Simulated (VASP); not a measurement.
An input for Quantum ESPRESSO's pw.x (written as the equivalent of a VASP run, and not itself run):

```
&CONTROL
  calculation = 'vc-relax'
  pseudo_dir = './pseudo'
  outdir = './out'
  tprnfor = .true.
  tstress = .true.
  nstep = 60
  forc_conv_thr = 0.00039
/
&SYSTEM
  ibrav = 0
  nat = 2
  ntyp = 2
  ecutwfc = 74
  occupations = 'smearing'
  smearing = 'gaussian'
  degauss = 0.003675
  input_dft = 'rpbe'
/
&ELECTRONS
  conv_thr = 7.3e-08
  electron_maxstep = 100
/
&IONS
/
&CELL
/
ATOMIC_SPECIES
  K 39.098 K.upf
  Cl 35.450 Cl.upf
CELL_PARAMETERS angstrom
     0.0000000    3.1450000    3.1450000
     3.1450000    0.0000000    3.1450000
     3.1450000    3.1450000    0.0000000
ATOMIC_POSITIONS crystal
  K    0.0000000  0.0000000  0.0000000
  Cl   0.5000000  0.5000000  0.5000000
K_POINTS automatic
  7 7 7 0 0 0
```

### Question
Translate this input to VASP (INCAR, KPOINTS, POSCAR, choice of POTCAR).

### Answer
Several could match; the one computed here: 
INCAR:
```
ALGO=Normal
EDIFF=1E-6
EDIFFG=-0.01
ENCUT=520
GGA=RP
IBRION=2
ISIF=3
ISMEAR=0
LASPH=T
LCHARG=F
LREAL=F
LWAVE=F
NELM=100
NSW=60
PREC=Accurate
SIGMA=0.05
SYSTEM=KCl
```

### POSCAR
```
KCl
1
    0.0000000000     3.1450000000     3.1450000000
    3.1450000000     0.0000000000     3.1450000000
    3.1450000000     3.1450000000     0.0000000000
K Cl
1 1
Direct
  0.0000000000   0.0000000000   0.0000000000
  0.5000000000   0.5000000000   0.5000000000
```

**KPOINTS**
```
Automatic mesh
0
Gamma
7 7 7
0 0 0
```

POTCAR, in this order: K_sv Cl (PBE.64 set). Program: vasp_std.

Limits of the translation: the potentials are each code's own (VASP's PAW set, PseudoDojo norm-conserving files in pw.x), so ENCUT and ecutwfc are chosen apart and not converted; conv_thr bounds pw.x's estimated SCF error, while EDIFF bounds the energy change between steps; forc_conv_thr acts on force components and is met together with etot_conv_thr.

The compound is KCl in the rock salt structure. This run relaxes it. Symmetry was kept, so distortions that lower it aren't found.
